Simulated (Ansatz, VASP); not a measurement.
Ca2Sc (Ca (100), 3 layers): VASP beside Ansatz

File INCAR:

```
ALGO = Normal
DIPOL = 0.5 0.5 0.500
EDIFF = 1E-6
ENCUT = 520
GGA = PE
IDIPOL = 3
ISIF = 2
ISMEAR = -1
LASPH = T
LCHARG = F
LDIPOL = T
LREAL = F
LWAVE = F
NBANDS = 22
NELM = 80
PREC = Accurate
SIGMA = 0.08
```

File KPOINTS:

```
k-points
0
Gamma
  9 9 1
```

File POSCAR:

```
Ca2Sc
1.0
    3.9070577562      0.0000000000      0.0000000000
    0.0000000000      3.9070577562      0.0000000000
    0.0000000000      0.0000000000     25.5254000000
Sc Ca
1 2
Direct
    0.0000000000      0.0000000000      0.3949623065
    0.5000000000      0.5000000000      0.5000000010
    0.0000000000      0.0000000000      0.6050376925
```

Input for Ansatz:

```yaml
crystal:
  lattice:
    - [3.9070577562, 0.0, 0.0]
    - [0.0, 3.9070577562, 0.0]
    - [0.0, 0.0, 25.5254]
  atoms:
    - { symbol: Sc, position: [0.0, 0.0, 0.3949623065] }
    - { symbol: Ca, position: [0.5, 0.5, 0.500000001] }
    - { symbol: Ca, position: [0.0, 0.0, 0.6050376925] }
kpoints:
  mp_grid: { grid: [9, 9, 1] }
scf:
  occupations: { method: fermi_dirac, width: 0.08 }
hamiltonian:
  xc: pbe
  pseudopotentials: { kind: all_electron, lapw: { basis_error: 0.001 } }
output:
  forces: true
  stress: true
  eigenvalues: true
efield:
  axis: 3
  amplitude: 0
  dipole_correction: true
```

Alike in both runs: task single point; functional PBE; k mesh 9 × 9 × 1; occupations fermi-dirac, width 0.08 eV; no spin polarisation.

|  | VASP | Ansatz |
| --- | --- | --- |
| version | VASP 6.6.1 | Ansatz 0.2.0 |
| potentials or method | VASP PAW PBE potentials, release 64 (Sc_sv, Ca_sv) | all-electron LAPW, scalar-relativistic |
| plane-wave cutoff (eV) | 520 | see its input |

```csv
,VASP,Ansatz,Ansatz less VASP
rms of the force components (eV/Å),0.283,0.283,+0.0002
```

Atom by atom the forces differ by 0.002 eV/Å (rms over components). Ansatz ran all-electron here, so the differences hold the error of VASP's frozen core and of both bases.
